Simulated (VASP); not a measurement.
Here is the system:

```
WS2
1.0
    3.18767     0.00000     0.00000
   -1.59384     2.76061     0.00000
    0.00000     0.00000    24.95356
W S
2 4
Direct
  0.33333   0.66667   0.63920
  0.66667   0.33333   0.36080
  0.33333   0.66667   0.29787
  0.66667   0.33333   0.70213
  0.66667   0.33333   0.57623
  0.33333   0.66667   0.42377
```

Calculation: HSE06 screened hybrid, VASP's PBE PAW potentials (set 64) (plane waves; VASP 6.6.1). Run with 400 eV cut-off, 6×6×1 Γ-centred mesh, Gaussian smearing of 0.050 eV, potentials W_sv S.

The cell holds a wide vacuum, so values per volume refer to the whole cell.

Which forces act on the atoms, in eV/Å?

| atom | Fx | Fy | Fz |
|---|---|---|---|
| W1 | 0.000 | 0.000 | -0.013 |
| W2 | 0.000 | 0.000 | 0.013 |
| S3 | 0.000 | 0.000 | 0.534 |
| S4 | 0.000 | 0.000 | -0.534 |
| S5 | 0.000 | 0.000 | 0.554 |
| S6 | 0.000 | 0.000 | -0.554 |

Give the stress tensor in GPa (positive for a compressed cell).

```
-2.42   0.00   0.00
 0.00  -2.42   0.00
 0.00   0.00  -2.51
```
The pressure is its mean diagonal, -2.45 GPa.

The cell is a sheet with vacuum, built from a database entry that may be metastable or hypothetical. The cell's shape comes from a PBE relaxation.
